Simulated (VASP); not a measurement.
```xyz
1
Lattice="-1.6830 1.6830 1.6830 1.6830 -1.6830 1.6830 1.6830 1.6830 -1.6830" Properties=species:S:1:pos:R:3 pbc="T T T"
Ta     0.0000     0.0000     0.0000
```

The base run (VASP): PBE GGA, plane waves, VASP's PBE PAW potentials (set 64). Numerical set-up: 400 eV cut-off, 14×14×14 Γ-centred mesh, first-order Methfessel-Paxton smearing of 0.10 eV, potentials Ta_pv.

The base run took about 5 core-seconds. The timings are rough (shared machines, no repeats); factors under 2 mean little.

Pressures at a finite cut-off, here 400 eV, hold a Pulay part, which wasn't tested here.

| setting | cost over the base run | electronic steps | pressure (GPa) |
|---|---|---|---|
| IVDW = 12 | within a factor of 2 | 11 | -13.45 |
| GGA = RP | within a factor of 2 | 11 | -4.90 |
| base run | reference | 11 | -7.99 |
| GGA = AM | within a factor of 2 | 11 | -14.78 |
| AGGAC = 0.0, GGA = BO, LUSE_VDW = .TRUE., PARAM1 = 0.1833333333, PARAM2 = 0.22 | within a factor of 2 | 11 | -8.72 |
| GGA removed, LMIXTAU = .TRUE., METAGGA = TPSS | about 5 times | 16 | -11.50 |
| GGA removed, LMIXTAU = .TRUE., METAGGA = SCAN | about 7 times | 23 | -14.91 |

Left out are runs that failed, have no time on record or changed the cell.

The compound is Ta in the bcc structure. The cell was not relaxed at this level.
